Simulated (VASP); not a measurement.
Energy against volume of BP (zinc blende). All values below come from PBE GGA with D3 dispersion (zero damping), VASP's PBE PAW potentials (set 64) (plane waves; VASP). Settings: 520 eV cut-off, 10×10×10 Γ-centred mesh, Gaussian smearing of 0.050 eV, potentials B P.

| V (Å³/atom) | E (eV/atom) |
|---|---|
| 11.223 | -6.63385 |
| 11.570 | -6.63969 |
| 11.917 | -6.63471 |
| 12.264 | -6.62038 |

Fit these four points and predict the energy of the run at 10.876 Å³/atom.

A cubic in V^(−2/3), the third-order Birch-Murnaghan form, passes through the four points with V0 = 11.58 Å³/atom and B0 = 166 GPa, and gives -6.6155 eV/atom there. The run gave -6.6155 eV/atom, +0.0 meV/atom from the fit; all five points give B0 = 166 GPa.

The compound is BP in the zinc blende structure. It was relaxed first.
